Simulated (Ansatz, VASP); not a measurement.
## Ta3Cu in VASP and in Ansatz

Contents of INCAR:

```
SYSTEM = Ta3Cu
PREC = Accurate ; ENCUT = 520
EDIFF = 1E-7 ; ISMEAR = -1
SIGMA = 0.05 ; LREAL = .False.
LASPH = .True. ; NELM = 100
ALGO = Normal ; ISIF = 2
LWAVE = .False. ; LCHARG = .False.
GGA = PE ; NBANDS = 30
```

File KPOINTS:

```
Automatic mesh
0
Gamma
  9 9 9
  0 0 0
```

File POSCAR:

```
Ta3Cu
1.0
   -1.9930401043      1.9930401043      4.1799263973
    1.9930401043     -1.9930401043      4.1799263973
    1.9930401043      1.9930401043     -4.1799263973
Ta Cu
3 1
Direct
    0.5000000000      0.5000000000      0.0000000000
    0.2500000000      0.7500000000      0.5000000000
    0.7500000000      0.2500000000      0.5000000000
    0.0000000000      0.0000000000      0.0000000000
```

The input input.yaml:

```yaml
crystal:
  lattice:
    - [-1.9930401043, 1.9930401043, 4.1799263973]
    - [1.9930401043, -1.9930401043, 4.1799263973]
    - [1.9930401043, 1.9930401043, -4.1799263973]
  atoms:
    - { symbol: Ta, position: [0.5, 0.5, 0.0] }
    - { symbol: Ta, position: [0.25, 0.75, 0.5] }
    - { symbol: Ta, position: [0.75, 0.25, 0.5] }
    - { symbol: Cu, position: [0.0, 0.0, 0.0] }
hamiltonian:
  xc: pbe
  pseudopotentials: { kind: paw }
kpoints:
  mp_grid: { grid: [9, 9, 9] }
scf:
  occupations: { method: fermi_dirac, width: 0.05 }
output:
  forces: true
  stress: true
  eigenvalues: true
  write_density: true
  write_potential: true
  elf: true
  volumetric_format: npy
```

Change from the starting cell: volume scaled by 0.98.

Alike in both runs: task single point; functional PBE; k mesh 9 × 9 × 9; occupations fermi-dirac, width 0.05 eV; no spin polarisation.

```csv
,VASP,Ansatz
version,VASP 6.6.1,Ansatz 0.2.0
potentials or method,"VASP PAW PBE potentials, release 64 (Ta_pv, Cu)",Ansatz PAW
plane-wave cutoff (eV),520,420
valence electrons in the cell,44,58
```

```csv
,VASP,Ansatz,Ansatz less VASP
gap on the k mesh at the Fermi level (eV),none,none,-
pressure (GPa),4.6,4.4,-0.20
largest component of the traceless stress (GPa),0.45,0.33,-0.117
```

A gap of «none» marks a metal or a gap that the smearing closes. The functional is the same, so the differences come from potentials, cutoffs and numerics. The two sets of potentials don't hold the same shells in valence.

Spin-orbit coupling is left out, which matters for the levels of Ta.
